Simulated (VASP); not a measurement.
Level of theory: PBE0 hybrid, VASP's PBE PAW potentials (set 64) (plane waves; VASP 6.6.1).

VASP input:

INCAR:
```
PRECFOCK  =  Fast
LASPH  =  .True.   # aspherical one-centre terms
LMAXMIX  =  4   # l cut-off of mixed one-centre charges
SYSTEM  =  CuI
LHFCALC  =  .True.
ISIF  =  2   # forces and stress, cell fixed
HFRCUT  =  -1
EDIFF  =  1E-6   # SCF stop (eV)
LCHARG  =  .False.
GGA  =  PE
ALGO  =  Normal   # blocked Davidson
PREC  =  Accurate
SIGMA  =  0.05   # width (eV)
NELM  =  60   # most electronic steps
ISYM  =  3
LREAL  =  .False.   # projection in real space or not
AEXX  =  0.25
LWAVE  =  .False.
ENCUT  =  520   # plane-wave cut-off (eV)
ISMEAR  =  0   # Gaussian
```

**KPOINTS**
```
kpoints
0
G
6 6 6
```

**POSCAR**
```
CuI
1
    0.0000000000     3.0704611468     3.0704611468
    3.0704611468     0.0000000000     3.0704611468
    3.0704611468     3.0704611468     0.0000000000
Cu I
1 1
Direct
  0.0000000000   0.0000000000   0.0000000000
  0.2500000000   0.2500000000   0.2500000000
```

POTCAR, in this order: Cu I (PBE.64 set). Program: vasp_std. Read from the step before: WAVECAR.

Output

OUTCAR:
```
 ion  position               nearest neighbor table
   1  0.000  0.000  0.000-   2 2.66   2 2.66   2 2.66   2 2.66
   2  0.250  0.250  0.250-   1 2.66   1 2.66   1 2.66   1 2.66
  LATTYP: Found a face centered cubic cell.
 ALAT       =     6.1409222936
 Subroutine PRICEL returns:
 Original cell was already a primitive cell.
 Subroutine GETGRP returns: Found 24 space group operations
The static configuration has the point symmetry T_d .
The dynamic configuration has the point symmetry T_d .
 Subroutine INISYM returns: Found 24 space group operations
 Subroutine IBZKPT returns following result:
 Found     16 irreducible k-points:

 Following reciprocal coordinates:
            Coordinates               Weight
  0.000000  0.000000  0.000000      1.000000
  0.166667  0.000000  0.000000      8.000000
  0.333333  0.000000  0.000000      8.000000
  0.500000  0.000000  0.000000      4.000000
  0.166667  0.166667  0.000000      6.000000
  0.333333  0.166667  0.000000     24.000000
  0.500000  0.166667  0.000000     24.000000
 -0.333333  0.166667  0.000000     24.000000
 -0.166667  0.166667  0.000000     12.000000
  0.333333  0.333333  0.000000      6.000000
  0.500000  0.333333  0.000000     24.000000
 -0.333333  0.333333  0.000000     12.000000
  0.500000  0.500000  0.000000      3.000000
  0.500000  0.333333  0.166667     24.000000
 -0.333333  0.333333  0.166667     24.000000
 -0.333333  0.500000  0.166667     12.000000
 Subroutine IBZKPT_HF returns following result:
   k-points           NKPTS =     16   k-points in BZ     NKDIM =    216   number of bands    NBANDS=     13
   number of dos      NEDOS =    301   number of ions     NIONS =      2
   total plane-waves  NPLWV =  32768
   dimension x,y,z NGX =    32 NGY =   32 NGZ =   32
   dimension x,y,z NGXF=    64 NGYF=   64 NGZF=   64
   ions per type =               1   1
   PREC   = accura    normal or accurate (medium, high low for compatibility)
...
```

OSZICAR:
```
       N       E                     dE             d eps       ncg     rms          rms(c)
DAV:   1    -0.703329105771E+01   -0.70333E+01   -0.89044E-01   600   0.373E+01    0.290E+00
DAV:   2    -0.697736397789E+01    0.55927E-01   -0.53399E-01   496   0.299E+01    0.271E+00
DAV:   3    -0.699118440785E+01   -0.13820E-01   -0.51339E-02   586   0.268E+00    0.187E+00
DAV:   4    -0.698920909634E+01    0.19753E-02   -0.93917E-03   496   0.423E+00    0.108E+00
DAV:   5    -0.698937334757E+01   -0.16425E-03   -0.84476E-04   451   0.235E-01    0.644E-01
DAV:   6    -0.698929862734E+01    0.74720E-04   -0.28353E-04   486   0.668E-01    0.388E-01
DAV:   7    -0.698929468384E+01    0.39435E-05   -0.26347E-05   631   0.718E-02    0.222E-01
DAV:   8    -0.698929131199E+01    0.33719E-05   -0.77309E-06   524   0.990E-02    0.130E-01
DAV:   9    -0.698929104603E+01    0.26596E-06   -0.15667E-06   308   0.202E-02
   1 F= -.69892910E+01 E0= -.69892910E+01  d E =-.350616E-14
```

### OUTCAR
```
------------------------ aborting loop because EDIFF is reached ----------------------------------------
  FORCE on cell =-STRESS in cart. coord.  units (eV):
  Direction    XX          YY          ZZ          XY          YZ          ZX
  --------------------------------------------------------------------------------------
  Total       -0.4117706     -0.4117706     -0.4117706      0.0000000     -0.0000000     -0.0000000
  in kB      -11.3952817    -11.3952817    -11.3952817      0.0000000     -0.0000000     -0.0000000
  external PRESSURE =     -11.3952817 kB  Pullay stress =       0.0000000 kB
  volume of cell :       57.89
      direct lattice vectors                 reciprocal lattice vectors
     0.000000000  3.070461147  3.070461147    -0.162841989  0.162841989  0.162841989
     3.070461147  0.000000000  3.070461147     0.162841989 -0.162841989  0.162841989
     3.070461147  3.070461147  0.000000000     0.162841989  0.162841989 -0.162841989
  FREE ENERGIE OF THE ION-ELECTRON SYSTEM (eV)
  ---------------------------------------------------
  free  energy   TOTEN  =        -6.9892910460 eV

  energy  without entropy=       -6.9892910460  energy(sigma->0) =       -6.98929105

  exchange ACFDT corr.  =         0.00000000  see jH, gK, PRB 81, 115126
```
(Selected blocks of OUTCAR.)

### OUTCAR
```
 val. band max:        2.6832135117   @ k =   0.0000   0.0000   0.0000

 cond. band min:       5.8569755728   @ k =   0.0000   0.0000   0.0000


 Fermi energy:         2.9353996833

 k-point     1 :       0.0000    0.0000    0.0000
  band No.  band energies     occupation
      1     -11.8861      2.00000
      2      -1.1367      2.00000
      3      -1.1367      2.00000
      4      -1.1367      2.00000
      5       0.3190      2.00000
      6       0.3190      2.00000
      7       2.6832      2.00000
      8       2.6832      2.00000
      9       2.6832      2.00000
     10       5.8570      0.00000
     11       9.7633      0.00000
     12       9.7633      0.00000
     13       9.7633      0.00000

 k-point     2 :       0.1667    0.0000    0.0000
  band No.  band energies     occupation
      1     -11.7586      2.00000
      2      -1.4591      2.00000
      3      -1.1087      2.00000
      4      -1.1087      2.00000
      5       0.3109      2.00000
      6       0.3109      2.00000
      7       1.6790      2.00000
      8       2.4715      2.00000
      9       2.4715      2.00000
     10       6.7932      0.00000
     11       9.6875      0.00000
     12      10.1174      0.00000
     13      10.1174      0.00000

 k-point     3 :       0.3333    0.0000    0.0000
  band No.  band energies     occupation
      1     -11.4812      2.00000
      2      -2.2210      2.00000
      3      -1.0575      2.00000
      4      -1.0575      2.00000
      5       0.3189      2.00000
      6       0.3189      2.00000
      7       0.6885      2.00000
      8       2.0816      2.00000
      9       2.0816      2.00000
     10       7.0587      0.00000
     11      10.3506      0.00000
     12      10.3506      0.00000
     13      11.1759      0.00000

 k-point     4 :       0.5000    0.0000    0.0000
  band No.  band energies     occupation
      1     -11.3273      2.00000
      2      -2.6398      2.00000
      3      -1.0358      2.00000
...
```

Unless said otherwise, spin-orbit coupling is left out, though it shifts the bands of the heavy elements here.

The compound is CuI in the zinc blende structure. This cell is one point of a volume scan, at 1.03 of the reference volume. The cell's shape comes from a PBE relaxation.
